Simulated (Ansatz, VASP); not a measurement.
## GaF in VASP and in Ansatz

```
Ga F
1.0
     3.14467    0.00000    0.00000
     0.00000    3.14467    0.00000
     0.00000    0.00000    3.14467
Ga F
1 1
Direct
  0.00000 0.00000 0.00000
  0.50000 0.50000 0.50000
```

Change from the starting cell: volume scaled by 0.98.

Alike in both runs: task single point; functional PBE; k mesh 8 × 8 × 8; occupations fermi-dirac, width 0.05 eV; no spin polarisation.

|  | VASP | Ansatz |
| --- | --- | --- |
| version | VASP 6.6.1 | Ansatz 0.2.0 |
| potentials or method | VASP PAW PBE potentials, release 64 (Ga_d, F), cutoff 520 eV | all-electron LAPW, scalar-relativistic |

|  | VASP | Ansatz | Ansatz less VASP |
| --- | --- | --- | --- |
| gap on the k mesh at the Fermi level (eV) | 0.19 | 0.19 | 0.000 |
| least direct gap on the mesh (eV) | 1.06 | 1.07 | +0.004 |
| pressure (GPa) | 0.8 | 1.0 | +0.19 |

Ansatz ran all-electron here, so the differences hold the error of VASP's frozen core and of both bases.
